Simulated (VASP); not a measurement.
Consider the following.

```
CELL_PARAMETERS angstrom
      4.64895     0.00000     0.00000
     -2.32447     4.02611     0.00000
      0.00000     0.00000     5.58155
ATOMIC_POSITIONS crystal
  K  0.33333 0.66667 0.93916
  K  0.66667 0.33333 0.43916
  H  0.33333 0.66667 0.43584
  H  0.66667 0.33333 0.93584
```

Method: PBEsol GGA, VASP's PBE PAW potentials (set 64) (plane waves; VASP 6.6.1). Settings: 400 eV cut-off, 6×6×5 Γ-centred mesh, tetrahedra with Blöchl corrections, potentials K_sv H.

The cores are frozen, which limits the accuracy of field gradients.

Question: Give the principal components of the electric field gradient (V/Å²) and the asymmetry η at each nucleus.

Answer: 
```
atom  Vxx  Vyy   Vzz     η
----  ---  ---  ----  ----
K1    1.2  1.2  -2.5  0.00
K2    1.2  1.2  -2.5  0.00
H3    0.0  0.0   0.0     -
H4    0.0  0.0   0.0     -
```

The structure was generated: KH was put into the wurtzite type (P6_3mc), which need not be its known phase. It was relaxed first, which changed the volume by +32 %.
